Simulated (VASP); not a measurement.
A run of VASP 6.6.1 is set up as follows.

POSCAR

```
Zn6C
1.0
   -3.1573100000      3.1573100000      3.1573100000
    3.1573100000     -3.1573100000      3.1573100000
    3.1573100000      3.1573100000     -3.1573100000
Zn C
6 1
Direct
    0.0000000000      0.3204500000      0.3204500000
    0.0000000000      0.6795500000      0.6795500000
    0.3204500000      0.0000000000      0.3204500000
    0.6795500000      0.0000000000      0.6795500000
    0.3204500000      0.3204500000      0.0000000000
    0.6795500000      0.6795500000      0.0000000000
    0.0000000000      0.0000000000      0.0000000000
```

File INCAR.step1:

```
SYSTEM = Zn6C
PREC     = Accurate       ! precision mode
ENCUT    = 900            ! plane-wave cutoff, eV
EDIFF    = 1E-7           ! SCF threshold, eV
ISMEAR   = -1             ! smearing method
SIGMA    = 0.05           ! smearing width, eV
LREAL    = .False.        ! projectors in reciprocal space
LASPH    = .True.         ! aspherical terms in the spheres
NELM     = 80             ! most SCF steps
ALGO     = Fast           ! electronic algorithm
ISIF     = 2              ! what is computed and relaxed
LWAVE    = .False.        ! write WAVECAR
LCHARG   = .True.         ! write CHGCAR
GGA      = PE             ! functional
```

Contents of KPOINTS.step1:

```
regular mesh
0
Gamma
  5 5 5
  0 0 0
```

File INCAR.step2:

```
SYSTEM = Zn6C
PREC     = Accurate       ! precision mode
ENCUT    = 900            ! plane-wave cutoff, eV
EDIFF    = 1E-7           ! SCF threshold, eV
ISMEAR   = 0              ! smearing method
SIGMA    = 0.05           ! smearing width, eV
LREAL    = .False.        ! projectors in reciprocal space
LASPH    = .True.         ! aspherical terms in the spheres
NELM     = 80             ! most SCF steps
ALGO     = Fast           ! electronic algorithm
ISIF     = 2              ! what is computed and relaxed
LWAVE    = .False.        ! write WAVECAR
LCHARG   = .False.        ! write CHGCAR
GGA      = PE             ! functional
ICHARG   = 11             ! starting density
```

KPOINTS.step2

```
path GHNGPH,PN
10
line-mode
reciprocal
 0.0000000000  0.0000000000  0.0000000000  G
 0.5000000000 -0.5000000000  0.5000000000  H

 0.5000000000 -0.5000000000  0.5000000000  H
 0.0000000000  0.0000000000  0.5000000000  N

 0.0000000000  0.0000000000  0.5000000000  N
 0.0000000000  0.0000000000  0.0000000000  G

 0.0000000000  0.0000000000  0.0000000000  G
 0.2500000000  0.2500000000  0.2500000000  P

 0.2500000000  0.2500000000  0.2500000000  P
 0.5000000000 -0.5000000000  0.5000000000  H

 0.2500000000  0.2500000000  0.2500000000  P
 0.0000000000  0.0000000000  0.5000000000  N
```

Potentials or basis: VASP PAW PBE potentials, release 64 (Zn, C).

Run with:

```bash
$ cat potpaw_PBE.64/Zn/POTCAR potpaw_PBE.64/C/POTCAR > POTCAR
$ cp INCAR.step1 INCAR
$ cp KPOINTS.step1 KPOINTS
$ mpirun -np 1 vasp_std > vasp.out
$ cp INCAR.step2 INCAR
$ cp KPOINTS.step2 KPOINTS
$ mpirun -np 1 vasp_std > vasp.out
```

Problem. What does it give for the band gap along the path?

Solution. None (metal or under the smearing width).

Levels at the corners of the path, in eV from the Fermi level:
| point | band 35 | band 36 | band 37 | band 38 | band 39 | band 40 |
| --- | --- | --- | --- | --- | --- | --- |
| Γ | -4.51 | -2.03 | -2.03 | 0.50 | 0.50 | 0.50 |
| H | -4.64 | -4.64 | -1.62 | 0.56 | 0.56 | 0.56 |
| H | -4.64 | -4.64 | -1.62 | 0.56 | 0.56 | 0.56 |
| N | -4.46 | -2.41 | -1.83 | -1.56 | 0.48 | 1.76 |
| N | -4.46 | -2.41 | -1.83 | -1.56 | 0.48 | 1.76 |
| Γ | -4.51 | -2.03 | -2.03 | 0.50 | 0.50 | 0.50 |
| Γ | -4.51 | -2.03 | -2.03 | 0.50 | 0.50 | 0.50 |
| P | -2.53 | -2.53 | -2.53 | -0.03 | 1.71 | 1.71 |
| P | -2.53 | -2.53 | -2.53 | -0.03 | 1.71 | 1.71 |
| H | -4.64 | -4.64 | -1.62 | 0.56 | 0.56 | 0.56 |
| P | -2.53 | -2.53 | -2.53 | -0.03 | 1.71 | 1.71 |
| N | -4.46 | -2.41 | -1.83 | -1.56 | 0.48 | 1.76 |

Caveat: the log is that of the step along the path at fixed density, whose energy, stress, charges and moments have no meaning.
